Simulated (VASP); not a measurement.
Input:

```
Cu2O
1.0
    4.22952     0.00000     0.00000
    0.00000     4.22952     0.00000
    0.00000     0.00000     4.22952
Cu O
4 2
Direct
  0.75000   0.25000   0.75000
  0.25000   0.75000   0.75000
  0.75000   0.75000   0.25000
  0.25000   0.25000   0.25000
  0.00000   0.00000   0.00000
  0.50000   0.50000   0.50000
```

All values below come from PBEsol GGA, VASP's PBE PAW potentials (set 64) (plane waves; VASP). Settings: 620 eV cut-off, 5×5×5 Γ-centred mesh, Gaussian smearing of 0.050 eV, potentials Cu O.

Energy and stress use the plane-wave basis of the starting cell.

Problem. The ions, cell shape and volume at an external pressure of 5.0 GPa are relaxed. Predict the relaxed structure.

Solution. 
```
Cu2O
1.0
    4.18184     0.00000     0.00000
    0.00000     4.18184     0.00000
    0.00000     0.00000     4.18184
Cu O
4 2
Direct
  0.75000   0.25000   0.75000
  0.25000   0.75000   0.75000
  0.75000   0.75000   0.25000
  0.25000   0.25000   0.25000
  0.00000   0.00000   0.00000
  0.50000   0.50000   0.50000
```
Space group Pn-3m (224), at a tolerance of 0.03 Å.

Problem. How do energy and volume change from the first to the last step?

Solution. The energy (σ→0) changes by +6.5 meV/atom and the volume by -3.3 %, in 3 ionic steps.

| step | E(σ→0) (eV) | max force (eV/Å) | pressure (GPa) | volume (Å³) |
|---|---|---|---|---|
| 1 | -29.9686 | 0.000 | 0.10 | 75.66 |
| 2 | -29.8615 | 0.000 | 8.56 | 71.52 |
| 3 | -29.9293 | 0.000 | 4.97 | 73.13 |

The compound is Cu2O in the cuprite structure. This run relaxes it under an external pressure of 5 GPa. Symmetry was kept, so distortions that lower it aren't found.
